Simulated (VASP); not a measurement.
Here is the system:

```yaml
crystal:
  lattice:
    - [2.96805, 0.00000, 0.00000]
    - [0.00000, 2.96805, 0.00000]
    - [0.00000, 0.00000, 2.96805]
  atoms:
    - { symbol: Bi, position: [0.97383, 0.99821, 0.01744] }
    - { symbol: N, position: [0.52616, 0.50179, 0.48256] }
```

All values below come from PBE GGA, VASP's PBE PAW potentials (set 64) (plane waves; VASP). Numerical set-up: 400 eV cut-off, 7×7×7 Γ-centred mesh, Gaussian smearing of 0.27 eV, potentials Bi_d N.

At this cut-off the stress carries a Pulay error, which pulls relaxed volumes low. Unless said otherwise, spin-orbit coupling is left out, though it shifts the bands of the heavy elements here.

Q: Estimate the energy per atom (σ→0), pressure, largest force, band gap (on the k-mesh) with the smallest direct gap where there is one.

A: 
```
Item                                                        Result
------------------------  ----------------------------------------
band gap (on the k-mesh)  none (metal, semimetal or under 0.01 eV)
energy per atom (σ→0)                               -4.453 eV/atom
pressure                                                 38.43 GPa
largest force                                           0.223 eV/Å
```

Only differences to runs with the same potentials and settings are physical.

The structure was generated: BiN was put into an ordered model structure, which need not be its known phase. The cell was not relaxed at this level, atoms are displaced from their ideal sites. The k-mesh is coarse (spacing up to 0.30 per Å, 2π included), so the numbers may not be converged in it.
